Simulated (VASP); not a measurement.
# YAl2Pd5 under strain, part 2 of 2

How does the pressure of YAl2Pd5 answer to a change of volume? The bands are shown for each cell. All runs use PBEsol. Left out of this account: 1 further run (self-consistent run: a reference on another mesh). The start is a computed cell from the Materials Project.

VASP 6.6.1; PBEsol; plane waves and PAW (Y_sv, Al, Pd).

Still holding for the runs below: This run has no spin polarisation. Its electron count is odd, so without a moment it is a metal by construction. Spin-orbit coupling is off here; it would split degenerate levels.

So far, pressure (GPa): step 2 (bands, cell as listed) -3.11; step 3 (cell volume +4.0 %) -8.27; step 4 (cell volume +8.0 %) -12.3; step 5 (bands, sheared, principal strains -1.5, +0.4, +1.2 %) -3.04.

### Step 6. Bands, volume times 0.96

The cell is compressed evenly, with fractional positions held.

Contents of INCAR:

```
SYSTEM = YAl2Pd5
PREC = Accurate
ENCUT = 400
EDIFF = 1E-06
NELM = 100
ISMEAR = -1
SIGMA = 0.05
LREAL = .FALSE.
ALGO = Normal
GGA = PS
NBANDS = 53
LASPH = .TRUE.
LORBIT = 11
LWAVE = .FALSE.
LCHARG = .FALSE.
KPAR = 8
```

Contents of POSCAR:

```
YAl2Pd5
1.0
    0.0000000000     -4.0553177974      0.0000000000
   -4.0553177974      0.0000000000      0.0000000000
    2.0276588987     -2.0276588987     -7.3444624714
Y Al Pd
1 2 5
Direct
    0.0000000000      0.0000000000      0.0000000000
    0.7466854600      0.2533145400      0.5066290800
    0.2533145400      0.7466854600      0.4933709200
    0.5000000000      0.5000000000      0.0000000000
    0.8551761700      0.6448238300      0.2896476600
    0.3551761700      0.1448238300      0.2896476600
    0.1448238300      0.3551761700      0.7103523400
    0.6448238300      0.8551761700      0.7103523400
```

Contents of KPOINTS:

```
Automatic mesh
0
Gamma
8 8 8
0 0 0
```

Contents of KPOINTS_OPT:

```
Line mode
12
Line-mode
Reciprocal
  0.00000000   0.00000000   0.00000000 GAMMA
  0.50000000  -0.50000000   0.50000000 X

  0.50000000  -0.50000000   0.50000000 X
  0.53811007  -0.46188993   0.50000000 Y

  0.53811007  -0.46188993   0.50000000 Y
  0.53811007   0.00000000   0.26905504 S

  0.53811007   0.00000000   0.26905504 S
  0.00000000   0.00000000   0.00000000 GAMMA

  0.00000000   0.00000000   0.00000000 GAMMA
  0.00000000   0.00000000  -0.50000000 Z

  0.00000000   0.00000000  -0.50000000 Z
  0.46188993   0.00000000  -0.26905504 S1

  0.46188993   0.00000000  -0.26905504 S1
  0.50000000   0.00000000   0.00000000 N

  0.50000000   0.00000000   0.00000000 N
  0.50000000  -0.50000000   0.25000000 P

  0.50000000  -0.50000000   0.25000000 P
  0.46188993  -0.46188993  -0.03811007 Y1

  0.46188993  -0.46188993  -0.03811007 Y1
  0.00000000   0.00000000  -0.50000000 Z

  0.50000000  -0.50000000   0.50000000 X
  0.50000000  -0.50000000   0.25000000 P
```

Potentials, in the order of the species: Y_sv, Al and Pd (PBE family, release 64).

Launch:

```
$ mpirun -np 8 vasp_std
```

Wall time 44 s (8 MPI ranks of Intel Xeon 6975P-C (Granite Rapids), shared host); peak memory 3.9 GiB; 5.7 min of CPU time.

Numbers from this step:

- irreducible k-points: 59
- symmetry operations: 16
- free energy (TOTEN): -52.4045 eV
- energy at zero smearing: -52.3962 eV
- Fermi energy: 9.543 eV
- pressure: 3.426 GPa

The electronic bands at the labelled points (eV, zero at the Fermi level; # counts the bands kept):

```
          point    #27    #28    #29    #30    #31   #32   #33   #34
              Γ  -1.07  -1.05   0.75   0.75   2.81  2.88  3.04  3.04
0.55 of the way  -1.65  -1.65  -0.43  -0.10   0.05  1.28  1.93  2.75
              X  -1.81  -1.43  -0.93  -0.77  -0.34  1.13  1.18  1.89
0.45 of the way  -1.82  -1.43  -0.93  -0.76  -0.32  1.14  1.18  1.89
              Y  -1.87  -1.42  -0.91  -0.72  -0.22  1.18  1.18  1.89
0.55 of the way  -2.04  -1.78  -0.92  -0.22   1.19  1.33  1.92  2.21
              S  -2.05  -1.64  -1.15  -0.14   1.81  1.88  1.89  2.85
0.45 of the way  -1.55  -1.48  -0.80  -0.39   1.78  2.34  2.55  2.62
              Γ  -1.07  -1.05   0.75   0.75   2.81  2.88  3.04  3.04
0.45 of the way  -1.07  -1.05   0.59   0.59   1.91  2.67  2.70  2.70
              Z  -1.05  -0.38   0.36   0.36   0.51  2.36  2.36  2.51
0.45 of the way  -1.43  -1.16  -0.47   0.89   1.24  1.90  1.93  2.81
             S1  -2.05  -1.64  -1.15  -0.14   1.81  1.88  1.89  2.85
0.55 of the way  -2.11  -1.63  -1.05  -0.34   1.68  1.81  2.13  2.82
              N  -2.14  -1.63  -0.95  -0.45   1.61  1.81  2.20  2.82
0.45 of the way  -1.99  -1.71  -1.14  -0.20   0.81  1.38  1.82  2.13
              P  -1.81  -1.47  -1.23  -0.49  -0.49  1.15  1.15  2.04
0.45 of the way  -1.72  -1.64  -1.05  -0.63  -0.36  1.15  1.17  1.94
             Y1  -1.87  -1.42  -0.91  -0.72  -0.22  1.18  1.18  1.89
0.45 of the way  -1.36  -1.33  -0.26   0.10   1.36  1.52  1.98  2.06
              Z  -1.05  -0.38   0.36   0.36   0.51  2.36  2.36  2.51
      jump to X  -1.81  -1.43  -0.93  -0.77  -0.34  1.13  1.18  1.89
0.55 of the way  -1.70  -1.66  -1.06  -0.64  -0.39  1.14  1.17  1.94
              P  -1.81  -1.47  -1.23  -0.49  -0.49  1.15  1.15  2.04
```

Of the projections kept (Y, Al, Pd), the largest for each band there; the rest of the weight can lie on other orbitals:

```
point      #27      #28      #29      #30      #31      #32      #33      #34
    Γ  Pd 1.00  Pd 1.00  Pd 0.75  Pd 0.75   Y 0.51   Y 0.63  Pd 0.80  Pd 0.80
    X  Pd 1.00  Pd 1.00  Pd 0.71  Pd 0.81  Pd 0.94  Pd 0.79  Pd 0.72  Pd 0.69
    Y  Pd 0.99  Pd 1.00  Pd 0.73  Pd 0.83  Pd 0.91  Pd 0.71  Pd 0.76  Pd 0.69
    S  Pd 0.95  Pd 0.99  Pd 0.84  Pd 0.76   Y 0.58  Pd 0.68  Pd 0.70   Y 0.53
    Γ  Pd 1.00  Pd 1.00  Pd 0.75  Pd 0.75   Y 0.51   Y 0.63  Pd 0.80  Pd 0.80
    Z  Pd 1.00  Pd 0.71  Pd 0.74  Pd 0.74  Pd 0.82  Pd 0.52  Pd 0.52  Pd 0.52
```

Force by atom:

```
atom  x (eV/Å)  y (eV/Å)  z (eV/Å)   size
  Y1     0.000     0.000     0.000  0.000
 Al2     0.000     0.000     0.070  0.070
 Al3     0.000     0.000    -0.070  0.070
 Pd4     0.000     0.000     0.000  0.000
 Pd5     0.000     0.000     0.243  0.243
 Pd6     0.000     0.000     0.243  0.243
 Pd7     0.000     0.000    -0.243  0.243
 Pd8     0.000     0.000    -0.243  0.243
```

 The pressure is 3.43 GPa.

Between step 2 and this run (cell volume -4.0 %) the value for the pressure moves from -3.11 GPa to 3.43 GPa.

### Step 7. Bands, volume times 0.92

The cell is scaled evenly once more. A prediction first. A parabola through the 4 pressures of evenly scaled cells so far, P = -3.09 -145.7 t +336 t² GPa with t = ln(V/V₁) and V₁ the volume at scale 1, gives 11.40 GPa at t = -0.0834.

INCAR is that of step 6.

Edit POSCAR of step 6 so:

```diff
@@ -2,5 +2,5 @@
 1.0
-    0.0000000000     -4.0553177974      0.0000000000
-   -4.0553177974      0.0000000000      0.0000000000
-    2.0276588987     -2.0276588987     -7.3444624714
+    0.0000000000     -3.9981930362      0.0000000000
+   -3.9981930362      0.0000000000      0.0000000000
+    1.9990965181     -1.9990965181     -7.2410055573
 Y Al Pd
```

KPOINTS is that of step 6.

KPOINTS_OPT is that of step 6.

Launch:

```
$ mpirun -np 8 vasp_std
```

The job ended after 41 s (8 MPI ranks; peak memory 3.8 GiB; 5.4 min of CPU time).

This step gave:

| Property | Result |
| --- | --- |
| free energy (TOTEN) | -52.1619 eV |
| energy at zero smearing | -52.1540 eV |
| Fermi energy | 10.18 eV |
| pressure | 11.70 GPa |

The electronic bands at the labelled points (eV, zero at the Fermi level; # counts the bands kept):

```
          point    #27    #28    #29    #30    #31   #32   #33   #34
              Γ  -1.10  -1.08   0.75   0.75   2.90  2.95  3.06  3.06
0.45 of the way  -1.68  -1.65  -0.26   0.22   0.42  1.46  2.41  3.04
              X  -1.91  -1.49  -1.01  -0.80  -0.34  1.22  1.26  1.96
0.55 of the way  -1.92  -1.49  -1.01  -0.78  -0.30  1.23  1.26  1.96
              Y  -1.96  -1.49  -0.99  -0.74  -0.21  1.26  1.26  1.97
0.45 of the way  -2.10  -1.85  -0.94  -0.30   1.07  1.14  1.86  2.25
              S  -2.16  -1.73  -1.23  -0.15   1.82  1.95  1.95  2.91
0.55 of the way  -1.65  -1.55  -0.61   0.18   1.57  2.55  2.72  2.94
              Γ  -1.10  -1.08   0.75   0.75   2.90  2.95  3.06  3.06
0.45 of the way  -1.10  -1.08   0.58   0.58   1.97  2.73  2.73  2.73
              Z  -1.08  -0.39   0.33   0.33   0.54  2.37  2.37  2.56
0.55 of the way  -1.59  -1.58  -0.68   1.03   1.48  1.69  1.94  2.96
             S1  -2.16  -1.73  -1.23  -0.15   1.82  1.95  1.95  2.91
0.55 of the way  -2.22  -1.72  -1.11  -0.37   1.76  1.82  2.18  2.87
              N  -2.25  -1.72  -0.98  -0.52   1.70  1.81  2.25  2.88
0.45 of the way  -2.10  -1.80  -1.19  -0.25   0.85  1.43  1.88  2.22
              P  -1.90  -1.61  -1.29  -0.49  -0.49  1.24  1.24  2.11
0.55 of the way  -1.91  -1.65  -1.10  -0.68  -0.33  1.23  1.25  2.00
             Y1  -1.96  -1.49  -0.99  -0.74  -0.21  1.26  1.26  1.97
0.45 of the way  -1.43  -1.39  -0.34   0.12   1.40  1.55  2.03  2.12
              Z  -1.08  -0.39   0.33   0.33   0.54  2.37  2.37  2.56
      jump to X  -1.91  -1.49  -1.01  -0.80  -0.34  1.22  1.26  1.96
0.45 of the way  -1.89  -1.67  -1.10  -0.69  -0.37  1.22  1.25  2.00
              P  -1.90  -1.61  -1.29  -0.49  -0.49  1.24  1.24  2.11
```

Of the projections kept (Y, Al, Pd), the largest for each band there; the rest of the weight can lie on other orbitals:

```
point      #27      #28      #29      #30      #31      #32      #33      #34
    Γ  Pd 1.00  Pd 1.00  Pd 0.75  Pd 0.75   Y 0.51   Y 0.63  Pd 0.81  Pd 0.81
    X  Pd 1.00  Pd 1.00  Pd 0.70  Pd 0.80  Pd 0.94  Pd 0.78  Pd 0.71  Pd 0.68
    Y  Pd 0.99  Pd 1.00  Pd 0.73  Pd 0.82  Pd 0.91  Pd 0.71  Pd 0.76  Pd 0.68
    S  Pd 0.94  Pd 0.99  Pd 0.84  Pd 0.75   Y 0.57  Pd 0.67  Pd 0.71   Y 0.52
    Γ  Pd 1.00  Pd 1.00  Pd 0.75  Pd 0.75   Y 0.51   Y 0.63  Pd 0.81  Pd 0.81
    Z  Pd 1.00  Pd 0.71  Pd 0.74  Pd 0.74  Pd 0.81  Pd 0.53  Pd 0.53  Pd 0.54
```

Force by atom:

```
atom  x (eV/Å)  y (eV/Å)  z (eV/Å)   size
  Y1     0.000     0.000     0.000  0.000
 Al2     0.000     0.000     0.122  0.122
 Al3     0.000     0.000    -0.122  0.122
 Pd4     0.000     0.000     0.000  0.000
 Pd5     0.000     0.000     0.419  0.419
 Pd6     0.000     0.000     0.419  0.419
 Pd7     0.000     0.000    -0.419  0.419
 Pd8     0.000     0.000    -0.419  0.419
```

 The pressure is 11.70 GPa. The parabola predicted 11.40 GPa, -0.31 GPa off.

### Step 8. Bands, atoms displaced by up to 0.07 Å

The atoms are moved off their sites at random, as a crude picture of disorder.

INCAR is that of step 7.

Contents of POSCAR:

```
YAl2Pd5
1.0
    0.0000000000     -4.1108770000      0.0000000000
   -4.1108770000      0.0000000000      0.0000000000
    2.0554385000     -2.0554385000     -7.4450840500
Y Al Pd
1 2 5
Direct
   -0.0059430000      0.0109600000      0.0020900000
    0.7384790000      0.2633800000      0.5024030000
    0.2652240000      0.7523540000      0.4949330000
    0.5025160000      0.5083380000      0.0039130000
    0.8620680000      0.6467020000      0.2890930000
    0.3512450000      0.1393520000      0.2932890000
    0.1422480000      0.3541200000      0.7126740000
    0.6376770000      0.8601210000      0.7173880000
```

KPOINTS is that of step 7.

KPOINTS_OPT is that of step 7.

Launch:

```
$ mpirun -np 8 vasp_std
```

Run time: 98 s. Hardware: 8 MPI ranks; peak memory 12 GiB; 13 min of CPU time.

This step gave:

```
SCF cycles              : 15
irreducible k-points    : 260
symmetry operations     : 1
free energy (TOTEN)     : -52.3587 eV
energy at zero smearing : -52.3499 eV
Fermi energy            : 8.955 eV
pressure                : -3.111 GPa
```

Electronic bands along the path, in eV, zero at the Fermi level; # counts the bands kept:

```
          point    #27    #28    #29    #30    #31   #32   #33   #34
              Γ  -1.08  -0.96   0.75   0.75   2.70  2.83  2.95  3.06
0.45 of the way  -1.52  -1.49  -0.25   0.17   0.48  1.38  2.36  2.93
              X  -1.70  -1.37  -0.83  -0.76  -0.34  1.07  1.12  1.84
0.45 of the way  -1.71  -1.37  -0.83  -0.74  -0.31  1.08  1.13  1.84
              Y  -1.76  -1.36  -0.81  -0.70  -0.22  1.11  1.14  1.85
0.45 of the way  -1.88  -1.63  -0.80  -0.26   0.98  1.05  1.77  2.12
              S  -1.93  -1.53  -1.06  -0.11   1.79  1.82  1.86  2.79
0.45 of the way  -1.45  -1.39  -0.77  -0.34   1.73  2.29  2.51  2.60
              Γ  -1.08  -0.96   0.75   0.75   2.70  2.83  2.95  3.06
0.55 of the way  -1.08  -0.96   0.55   0.56   1.58  2.53  2.58  2.64
              Z  -0.96  -0.34   0.36   0.38   0.45  2.34  2.35  2.48
0.45 of the way  -1.35  -1.09  -0.39   0.81   1.21  1.86  1.90  2.76
             S1  -1.93  -1.53  -1.06  -0.11   1.79  1.82  1.86  2.79
0.45 of the way  -1.98  -1.53  -1.00  -0.27   1.67  1.82  2.03  2.78
              N  -2.01  -1.52  -0.87  -0.42   1.58  1.82  2.14  2.79
0.55 of the way  -1.78  -1.63  -1.13  -0.19   0.56  1.11  1.66  2.03
              P  -1.70  -1.32  -1.17  -0.52  -0.44  1.09  1.10  2.00
0.45 of the way  -1.60  -1.57  -0.96  -0.61  -0.35  1.09  1.11  1.90
             Y1  -1.76  -1.36  -0.81  -0.69  -0.22  1.12  1.13  1.84
0.55 of the way  -1.26  -0.94  -0.16   0.17   1.11  1.70  2.06  2.16
              Z  -0.96  -0.34   0.36   0.38   0.45  2.34  2.35  2.48
      jump to X  -1.70  -1.37  -0.83  -0.76  -0.34  1.07  1.12  1.84
0.55 of the way  -1.60  -1.56  -0.97  -0.63  -0.38  1.08  1.11  1.90
              P  -1.70  -1.32  -1.17  -0.52  -0.44  1.09  1.10  2.00
```

Of the projections kept (Y, Al, Pd), the largest for each band there; the rest of the weight can lie on other orbitals:

```
point      #27      #28      #29      #30      #31      #32      #33      #34
    Γ  Pd 1.00  Pd 1.00  Pd 0.75  Pd 0.75  Pd 0.51   Y 0.59  Pd 0.72  Pd 0.75
    X  Pd 1.00  Pd 1.00  Pd 0.71  Pd 0.82  Pd 0.94  Pd 0.80  Pd 0.72  Pd 0.69
    Y  Pd 0.99  Pd 1.00  Pd 0.74  Pd 0.83  Pd 0.91  Pd 0.75  Pd 0.74  Pd 0.69
    S  Pd 0.96  Pd 0.99  Pd 0.85  Pd 0.76  Pd 0.69   Y 0.55  Pd 0.67   Y 0.52
    Γ  Pd 1.00  Pd 1.00  Pd 0.75  Pd 0.75  Pd 0.51   Y 0.59  Pd 0.72  Pd 0.75
    Z  Pd 1.00  Pd 0.72  Pd 0.75  Pd 0.74  Pd 0.81  Pd 0.50  Pd 0.50  Pd 0.51
```

Force by atom:

```
atom  x (eV/Å)  y (eV/Å)  z (eV/Å)   size
  Y1     0.167    -0.155     0.043  0.232
 Al2     0.287    -0.431    -0.409  0.660
 Al3     0.184     0.441    -0.163  0.505
 Pd4     0.020     0.144     0.058  0.157
 Pd5    -0.015     0.028     0.028  0.042
 Pd6    -0.352    -0.009     0.216  0.413
 Pd7    -0.200     0.142     0.031  0.247
 Pd8    -0.091    -0.160     0.197  0.270
```

 The pressure is -3.11 GPa, and the symmetry operations fall from 16 to 1.

### Step 9. Side by side

| cell | mesh | pressure (GPa) | gap (eV) |
| --- | --- | --- | --- |
| cell as listed | 8×8×8 | -3.11 | none |
| volume times 1.04 | 8×8×8 | -8.27 | none |
| volume times 1.08 | 8×8×8 | -12.32 | none |
| sheared, principal strains -1.5, +0.4, +1.2 % | 8×8×8 | -3.04 | none |
| volume times 0.96 | 8×8×8 | 3.43 | none |
| volume times 0.92 | 8×8×8 | 11.70 | none |
| atoms displaced by up to 0.07 Å | 8×8×8 | -3.11 | none |

### Step 10. Summary of results

```json
{"pressure, cell as listed": "-3.11 GPa", "pressure, volume times 1.04": "-8.27 GPa", "pressure, volume times 1.08": "-12.3 GPa", "pressure, sheared, principal strains -1.5, +0.4, +1.2 %": "-3.04 GPa", "pressure, volume times 0.96": "3.43 GPa", "pressure, volume times 0.92": "11.7 GPa", "pressure, atoms displaced by up to 0.07 Å": "-3.11 GPa", "bulk modulus at the listed volume, shape and positions held": "147 GPa"}
```

In words: The slope of pressure against ln V at the listed volume gives a bulk modulus of 147 GPa at fixed shape and positions, an upper bound since the atoms bear forces. The atoms were not relaxed in the changed cells. Spin-orbit coupling is left out; it would split some degenerate bands. With an odd electron count and no spin the cell is a metal by construction.

[Lines on the potential files, build, host, timing and source positions are cut from VASP's logs without a mark.]

[Logs are printed without paths, hosts, clocks, repeated set-up lines and the standing remarks that a program may print on its own settings, such as how far it seeks lower states.]

[Hosts, paths, dates, database ids (printed as entryN), source tags and the programs' standing remarks are cut or masked in the printed files.]

[A measured line is paired with the nearest computed mode of its activity, which favours agreement.]
